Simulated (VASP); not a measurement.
```xyz
2
Lattice="2.8800 0.0000 0.0000 0.0000 2.8800 0.0000 0.0000 0.0000 2.8800" Properties=species:S:1:pos:R:3 pbc="T T T"
Cr     0.0000     0.0000     0.0000
Cr     1.4400     1.4400     1.4400
```
Starting moments (μB, in the order of the record's atoms Cr Cr): 1.5 -1.5.

The base run (VASP): PBE GGA, plane waves, VASP's PBE PAW potentials (set 64). Run with 400 eV cut-off, 11×11×11 Γ-centred mesh, first-order Methfessel-Paxton smearing of 0.10 eV, potentials Cr_pv.

The base run took about 60 core-seconds. Times come from single runs on busy shared machines, so they are rough: good to a factor of about 2.

Pressures at a finite cut-off, here 400 eV, hold a Pulay part, which wasn't tested here.

```csv
setting,cost over the base run,electronic steps,pressure (GPa)
GGA = PS,within a factor of 2,16,-14.24
base run,reference,16,-4.28
GGA = 91,within a factor of 2,16,-6.64
IVDW = 13,within a factor of 2,16,-9.82
"AGGAC = 0.0, GGA = BO, LUSE_VDW = .TRUE., PARAM1 = 0.1833333333, PARAM2 = 0.22",within a factor of 2,16,-7.97
"GGA removed, LMIXTAU = .TRUE., METAGGA = R2SCAN",about 4 times,18,10.14
"GGA removed, LMIXTAU = .TRUE., METAGGA = TPSS",(withheld),(withheld),(withheld)
```

Q: Fill in the missing entries.

A: 
- GGA removed, LMIXTAU = .TRUE., METAGGA = TPSS, cost over the base run: about 5 times
- GGA removed, LMIXTAU = .TRUE., METAGGA = TPSS, electronic steps: 26
- GGA removed, LMIXTAU = .TRUE., METAGGA = TPSS, pressure (GPa): -7.23

Left out are runs that failed, have no time on record or changed the cell.

The compound is Cr in the bcc, AFM order structure. The cell was not relaxed at this level.
